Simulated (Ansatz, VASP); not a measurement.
## KYBeF6 (KYBeF6 (P2_1/m)) in two plane-wave programs

One calculation is typed for both programs; each brings its own data sets. How far apart do they land? The two relaxations start from unlike cells of this crystal (the structure described is Ansatz's start), so only their ends are compared.

Calculated with Ansatz 0.2.0; plane waves, with VASP 6.6.1 beside it; PBEsol.

## (1) The starting structure

Symmetry: P2_1/m, No. 11, monoclinic system. Conventional cell: a = 6.464 Å, b = 5.866 Å, c = 7.134 Å, α = 90.00°, β = 112.90°, γ = 90.00°. Nearest to K lie 12 F at 2.78 to 3.29 Å. Nearest to Y lie 8 F at 2.26 to 2.43 Å. Nearest to Be lie 4 F at 1.55 to 1.57 Å. F has 1 Be at 1.57 Å and 1 Y at 2.26 Å and 2 K at 3.07 to 3.11 Å nearest. Nearest to F lie 1 Be at 1.55 Å and 1 Y at 2.29 Å and 1 K at 3.29 Å. Nearest to F lie 2 Y at 2.29 Å and 2 K at 2.78 to 2.84 Å. Farther neighbours and most contacts between anions are not listed.

## (2) Ansatz: relaxation of cell and atoms, PBEsol

Ansatz runs on its default PAW (the set named soft_2) files.

The relaxed volume is the usual yardstick between codes: in a stiff, nearly cubic crystal its relative difference is about their pressure difference at one cell divided by the bulk modulus.

input.yaml reads:

```yaml
crystal:
  lattice:
    - [6.463657, 0.0, 0.0]
    - [0.0, 5.865572, 0.0]
    - [-2.775742, 0.0, 6.571357]
  atoms:
    - { symbol: K, position: [0.071003, 0.25, 0.203523] }
    - { symbol: K, position: [0.928997, 0.75, 0.796477] }
    - { symbol: "Y", position: [0.388231, 0.25, 0.819195] }
    - { symbol: "Y", position: [0.611769, 0.75, 0.180805] }
    - { symbol: Be, position: [0.767715, 0.25, 0.535906] }
    - { symbol: Be, position: [0.232285, 0.75, 0.464094] }
    - { symbol: F, position: [0.767992, 0.4648, 0.405448] }
    - { symbol: F, position: [0.232008, 0.5352, 0.594552] }
    - { symbol: F, position: [0.232008, 0.9648, 0.594552] }
    - { symbol: F, position: [0.767992, 0.0352, 0.405448] }
    - { symbol: F, position: [0.558953, 0.25, 0.591444] }
    - { symbol: F, position: [0.441047, 0.75, 0.408556] }
    - { symbol: F, position: [0.679692, 0.498854, 0.96563] }
    - { symbol: F, position: [0.320308, 0.501146, 0.03437] }
    - { symbol: F, position: [0.320308, 0.998854, 0.03437] }
    - { symbol: F, position: [0.679692, 0.001146, 0.96563] }
    - { symbol: F, position: [0.986422, 0.25, 0.736194] }
    - { symbol: F, position: [0.013578, 0.75, 0.263806] }
basis:
  ecutwfc: 420
  xc_grid: 2
hamiltonian:
  xc: pbesol
kpoints:
  mp_grid: { grid: [5, 5, 4] }
scf:
  occupations: { method: fixed }
  max_iter: 100
relax:
  f_tol: 0.005
  max_steps: 60
  cell: {}
output:
  forces: true
  stress: true
checkpoint:
  write: "../cell.run"
  compress: false
  write_wavefunctions: false
  write_every: 100000
```

Command:

```bash
> ansatz run input.yaml --threads 4 --pin off --max-ram 7536MiB --backend cpu --events-out ev --progress --plain --runs-dir out
```

Numbers of over 12 decimals in the logs are rounded to 6 here.

The program printed:

```text
Engine: ansatz 0.2.0, aarch64-unknown-linux-gnu
Pseudopotentials: kind: paw
Pseudopotential: K, paw, valence charge 9, recommended cutoff 420 eV (normal), K.paw.azcp
Pseudopotential: Y, paw, valence charge 11, recommended cutoff 420 eV (normal), Y.paw.azcp
Pseudopotential: Be, paw, valence charge 2, recommended cutoff 420 eV (normal), Be.paw.azcp
Pseudopotential: F, paw, valence charge 7, recommended cutoff 420 eV (normal), F.paw.azcp
Functional definition: PBEsol
  exchange = pbesol_x
  correlation = pbesol_c
Crystal: 18 atoms, lattice volume = 249.140 Å³
Basis set: ecut = 420 eV, 4863 PW (Γ), exchange–correlation on 90×80×96 points (8 copies of the dense FFT grid, shifted against one another)
Bands: 82, of which v1, the nominal top of the filled ones, is band 64 counted from 1 (63 counted from 0)
Symmetry: 4 space group operations
Space group: P21/m (ITA 11), of the structure as read, at distance tolerance 6.3e-5 Å
k-points: 33 of 100
Non-local potential: K, projectors of the file, l = 0: 3, l = 1: 2, l = 2: 2
Non-local potential: Y, projectors of the file, l = 0: 3, l = 1: 2, l = 2: 2, l = 3: 1
Non-local potential: Be, projectors of the file, l = 0: 2, l = 1: 2, l = 2: 1
Non-local potential: F, projectors of the file, l = 0: 2, l = 1: 2, l = 2: 1
PAW form: soft (Blöchl's): semilocal exchange-correlation on the pseudo side does not see the compensation charge
PAW frozen core: K, regenerated for the run's functional, and the local potential with it (the file was generated under x = pbe(κ = 0.804, μ = 0.219515), c = pbe(β = 0.066725))
PAW frozen core: Y, regenerated for the run's functional, and the local potential with it (the file was generated under x = pbe(κ = 0.804, μ = 0.219515), c = pbe(β = 0.066725))
PAW frozen core: Be, regenerated for the run's functional, and the local potential with it (the file was generated under x = pbe(κ = 0.804, μ = 0.219515), c = pbe(β = 0.066725))
PAW frozen core: F, regenerated for the run's functional, and the local potential with it (the file was generated under x = pbe(κ = 0.804, μ = 0.219515), c = pbe(β = 0.066725))
PAW one-centre angular grid: K, 110 points (default); XC on 64 Gauss nodes
PAW one-centre angular grid: Y, 590 points (default); XC on 64 Gauss nodes
PAW one-centre angular grid: Be, 110 points (default); XC on 64 Gauss nodes
PAW one-centre angular grid: F, 110 points (default); XC on 64 Gauss nodes
Initial density: superposition of atomic densities (neutral atoms: chi_scale 0, normalization atom), corrected by the library's trained network
Initial wavefunctions: pseudopotential atomic-orbital guess
Functional: x = pbesol(κ = 0.804, μ = 0.123457), c = pbesol(β = 0.046)
SCF iter   1: F=—  HF=-20439.579971 eV  |F-HF|=—  |Δ(HF+E_count)|=         —  Δρ=1.33e-2  dr2=2.80e-1  ethr=1.77e-3  ⟨swp⟩=4.8  Hψ=8559  notcnv=0  defer=528
preconditioner: auto → Resta (q_TF=auto, 2.442 Å⁻¹)  ε∞=3.1  [insulator: Δε(μ)=7.032 eV  Ē_g=17.881 eV  n_scr=66 (ndim 8)  ℏωp=26.2 eV  f_vac=0.107  ε∞_Penn≈3.1]
SCF iter   2: F=—  HF=-20439.501284 eV  |F-HF|=—  |Δ(HF+E_count)|=   7.87e-2  Δρ=2.46e-3  dr2=7.80e-3  ethr=2.19e-4  ⟨swp⟩=2.0  Hψ=4701  notcnv=0  defer=528
SCF iter   3: F=—  HF=-20439.500074 eV  |F-HF|=—  |Δ(HF+E_count)|=   1.21e-3  Δρ=8.65e-4  dr2=1.99e-3  ethr=6.09e-6  ⟨swp⟩=2.0  Hψ=3599  notcnv=0  defer=396
automatic band count: iteration 3 solves 78 bands in place of 82: the levels show a gap, and the empty bands left out lie too high to hold charge; the band table lists the bands solved (type scf.n_extra_bands for more)
SCF iter   4: F=—  HF=-20439.500129 eV  |F-HF|=—  |Δ(HF+E_count)|=   5.50e-5  Δρ=4.40e-4  dr2=4.12e-4  ethr=1.55e-6  ⟨swp⟩=2.0  Hψ=3599  notcnv=0  defer=396
SCF iter   5: F=—  HF=-20439.500053 eV  |F-HF|=—  |Δ(HF+E_count)|=   7.58e-5  Δρ=9.37e-5  dr2=2.70e-5  ethr=3.22e-7  ⟨swp⟩=2.0  Hψ=3532  notcnv=0  defer=395
SCF iter   6: F=—  HF=-20439.499994 eV  |F-HF|=—  |Δ(HF+E_count)|=   5.95e-5  Δρ=2.24e-5  dr2=1.33e-6  ethr=2.11e-8  ⟨swp⟩=2.0  Hψ=3731  notcnv=0  defer=238
SCF iter   7: F=-20439.499995 eV  HF=-20439.499995 eV  |F-HF|=5.07e-8  |Δ(HF+E_count)|=   1.37e-6  Δρ=6.16e-6  dr2=8.78e-8  ethr=7.81e-11  ⟨swp⟩=3.0  Hψ=9194  notcnv=0
SCF 1 converged in 7 iterations: F = -20439.499995 eV  dr2 = 8.78e-8
  greatest PAW one-centre occupation: 0.993 electrons in one spin orbital (limit 2), on the Y atom at site 3 (counted from 0), in its partial waves of l = 0
relax step   1: F+E_penalty+E_count = -20439.49999517 eV  Δ(F+E_penalty+E_count) = +0.000e0 eV  max|allowed force component| = 2.450e-1 eV/Å  Δτ_max = 0.0000 Å  P = -3.609 GPa  Ω = 249.140 Å³  (7 SCF iters, dr2 threshold 1.00e-7 eV, accepted)
[...]
relax step  10: F+E_penalty+E_count = -20439.64862747 eV  Δ(F+E_penalty+E_count) = -5.096e-4 eV  max|allowed force component| = 8.086e-3 eV/Å  Δτ_max = 0.0058 Å  P = +0.001 GPa  Ω = 236.654 Å³  energy of the carried Pulay correction = +5.557e-3 eV  (7 SCF iters, dr2 threshold 5.36e-9 eV, accepted)
[...]
relax step  11: F+E_penalty+E_count = -20439.64882029 eV  Δ(F+E_penalty+E_count) = -1.928e-4 eV  max|allowed force component| = 2.697e-3 eV/Å  Δτ_max = 0.0033 Å  P = +0.007 GPa  Ω = 236.609 Å³  energy of the carried Pulay correction = +5.729e-3 eV  (6 SCF iters, dr2 threshold 4.09e-9 eV, accepted)
[...]
relax step  12: F+E_penalty+E_count = -20439.64311085 eV  Δ(F+E_penalty+E_count) = +5.709e-3 eV  max|allowed force component| = 2.690e-3 eV/Å  Δτ_max = 0.0000 Å  P = -0.023 GPa  Ω = 236.609 Å³  stress off target by 4.04e-2 GPa  SCF on the basis re-selected at this cell (its energy is not comparable with the rows above)  (5 SCF iters)
basis re-selected at this cell: Δ(F+E_penalty+E_count) = +5.709e-3 eV, ΔP = -0.029 GPa vs the last step (what re-selecting the basis moved, of the pressure what is left beyond the Pulay correction that the steps carried, after the strain that the cell walked since its last selection, with what the two solves' SCF thresholds leave and, on support functions, any second-order correction that the steps lacked; it is no m [...]
SCF converged after 5 iterations
Free energy (F): -20439.643111 eV
Harris-Foulkes:  -20439.643111 eV  (|F-HF|=4.37e-11)
Internal energy: -20439.643111 eV  (E = F + TS)
E sigma→0 (E₀):  -20439.643111 eV
Fermi energy:    2.184547 eV
--- Per-component energies (eV) ---
  E_band       = -886.245828
  E_kinetic    = 3641.650102
  E_local      = -9542.588335  (includes V_loc(G=0)·N_el)
  E_nonlocal   = 1024.268861
  E_hartree    = 3470.846772
  E_xc         = -1597.789338
  E_vxc        = -1988.169832  (∫ρ·V_xc dr)
  E_paw        = -9511.073080  (= ΣΔE_a)
  E_vpaw       = -963.124301  (= ΣTr[D̂ρ^β])
  E_aug_tail   = 0.024543  (compensation charges beyond the density's cutoff)
  E_ewald      = -7926.024326
  E_core_change = 1.041690  (= ΣΔE_core)
  E_smearing   = -0.000000  (= −TS)
  E_closure    = 0.000000  (closes the sum)
  Σ components = -20439.643111   (vs F -20439.643111, Δ=0.00e0)
--- Forces (eV/Å), atoms counted from 1 ---
  atom   1  K      0.00172580    -0.00000000    -0.00112918
  atom   2  K     -0.00172580     0.00000000     0.00112918
  atom   3  Y      0.00076743    -0.00000000     0.00268966
  atom   4  Y     -0.00076743     0.00000000    -0.00268966
  atom   5  Be    -0.00267068     0.00000000    -0.00104098
  atom   6  Be     0.00267068    -0.00000000     0.00104098
  atom   7  F      0.00019343     0.00015528     0.00060086
  atom   8  F     -0.00019343    -0.00015528    -0.00060086
  atom   9  F     -0.00019343     0.00015528    -0.00060086
  atom  10  F      0.00019343    -0.00015528     0.00060086
  atom  11  F      0.00108871     0.00000000    -0.00107912
  atom  12  F     -0.00108871    -0.00000000     0.00107912
  atom  13  F      0.00023354     0.00051694     0.00076320
  atom  14  F     -0.00023354    -0.00051694    -0.00076320
  atom  15  F     -0.00023354     0.00051694    -0.00076320
  atom  16  F      0.00023354    -0.00051694     0.00076320
  atom  17  F      0.00026889     0.00000000     0.00120442
  atom  18  F     -0.00026889    -0.00000000    -0.00120442
  max |Σ_I F_I| component: 6.51e-19 eV/Å
--- Stress (GPa, compression-positive) ---
       -0.035713      -0.000000       0.003522
       -0.000000       0.005665      -0.000000
        0.003531      -0.000000      -0.037771
  P = ⅓ Tr σ = -0.0226 GPa (-0.226 kbar)
--- Relaxed structure (10 steps of the walk, 10 accepted, 2 SCFs on fresh bases) ---
  F+E_penalty+E_count = -20439.64311085 eV   max|allowed force component| = 2.690e-3 eV/Å   (the final SCF, on the basis selected at the relaxed cell)
  cell:  # Å, volume = 236.6089 Å³
    - [6.337584, 0, -5.634048611908956e-5]
    - [0, 5.787917, -3.596654059875501e-17]
    - [-2.721659, -4.0286217740302754e-17, 6.450402]
  atoms:
    - { symbol: K, position: [0.068514, 0.250000, 0.204450] }
    - { symbol: K, position: [0.931486, 0.750000, 0.795550] }
    - { symbol: Y, position: [0.387883, 0.250000, 0.820489] }
    - { symbol: Y, position: [0.612117, 0.750000, 0.179511] }
    - { symbol: Be, position: [0.768316, 0.250000, 0.536952] }
    - { symbol: Be, position: [0.231684, 0.750000, 0.463048] }
    - { symbol: F, position: [0.770046, 0.465668, 0.405056] }
    - { symbol: F, position: [0.229954, 0.534332, 0.594944] }
    - { symbol: F, position: [0.229954, 0.965668, 0.594944] }
    - { symbol: F, position: [0.770046, 0.034332, 0.405056] }
    - { symbol: F, position: [0.555570, 0.250000, 0.590099] }
    - { symbol: F, position: [0.444430, 0.750000, 0.409901] }
    - { symbol: F, position: [0.680552, 0.498131, 0.964769] }
    - { symbol: F, position: [0.319448, 0.501869, 0.035231] }
    - { symbol: F, position: [0.319448, 0.998131, 0.035231] }
    - { symbol: F, position: [0.680552, 0.0018694, 0.964769] }
    - { symbol: F, position: [0.989115, 0.250000, 0.740401] }
    - { symbol: F, position: [0.010885, 0.750000, 0.259599] }
```

[end of part 1 of 2]

[Lines on the potential files, build, host, timing and source positions are cut from VASP's logs without a mark.]

[Logs are printed without paths, hosts, clocks, repeated set-up lines and the standing remarks that a program may print on its own settings, such as how far it seeks lower states.]

[Hosts, paths, dates, database ids (printed as entryN), source tags and the programs' standing remarks are cut or masked in the printed files.]
